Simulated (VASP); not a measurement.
Method: PBE GGA, VASP's PBE PAW potentials (set 64) (plane waves; VASP). Each cell was relaxed at this level.

Without a dispersion term in the relaxation, distances and binding between the weakly bound layers, chains or molecules are unreliable, and so is what depends on them.

Question: Which of these has an unstable (imaginary) mode at Γ?
A) BN, P6_3/mmc (194)
B) SrTiO3, Pm-3m (221)
C) NbN, Fm-3m (225)
D) TaC, Fm-3m (225)

Answer: B, SrTiO3, Pm-3m (221). Its optical Γ-point modes are 132i (×3), 146 (×3), 235 (×3), 509 (×3) cm⁻¹.
